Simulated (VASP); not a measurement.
An input for Quantum ESPRESSO's pw.x (written as the equivalent of a VASP run, and not itself run):

```
&CONTROL
  calculation = 'vc-relax'
  pseudo_dir = './pseudo'
  outdir = './out'
  tprnfor = .true.
  tstress = .true.
  nstep = 60
  forc_conv_thr = 0.00039
/
&SYSTEM
  ibrav = 0
  nat = 1
  ntyp = 1
  ecutwfc = 84
  occupations = 'smearing'
  smearing = 'methfessel-paxton'
  degauss = 0.00735
  input_dft = 'pz'
/
&ELECTRONS
  conv_thr = 7.3e-08
  electron_maxstep = 100
/
&IONS
/
&CELL
/
ATOMIC_SPECIES
  Ti 47.867 Ti.upf
CELL_PARAMETERS angstrom
    -1.5781621    1.5781621    1.5781621
     1.5781621   -1.5781621    1.5781621
     1.5781621    1.5781621   -1.5781621
ATOMIC_POSITIONS crystal
  Ti   0.0000000  0.0000000  0.0000000
K_POINTS automatic
  15 15 15 0 0 0
```

**Question.** Translate this input to VASP (INCAR, KPOINTS, POSCAR, choice of POTCAR).

**Answer.** This is not unique; one that fits is 
File POSCAR:
```
Ti
1.0
 -1.5781620950   1.5781620950   1.5781620950
  1.5781620950  -1.5781620950   1.5781620950
  1.5781620950   1.5781620950  -1.5781620950
Ti
1
Cartesian
  0.0000000000   0.0000000000   0.0000000000
```

### KPOINTS
```
Automatic
0
Gamma
 15 15 15
0 0 0
```

### INCAR
```
ALGO = Normal
EDIFF = 1E-6
EDIFFG = -0.01
ENCUT = 400
IBRION = 2
ISIF = 3
ISMEAR = 1
LASPH = .True.
LCHARG = .False.
LMAXMIX = 4
LREAL = .False.
LWAVE = .False.
NELM = 100
NSW = 60
PREC = Accurate
SIGMA = 0.1
SYSTEM = Ti
```

POTCAR, in this order: Ti_sv (LDA.64 set). Program: vasp_std.

What does not carry over: the potentials are each code's own (VASP's PAW set, PseudoDojo norm-conserving files in pw.x), so ENCUT and ecutwfc are chosen apart and not converted; conv_thr bounds pw.x's estimated SCF error, while EDIFF bounds the energy change between steps; forc_conv_thr acts on force components and is met together with etot_conv_thr.

The structure comes from a computed database's Ti entry (Im-3m); how it stands against other phases isn't given here. It was relaxed first, which changed the volume by -9 %. The start is the result of an earlier pass.
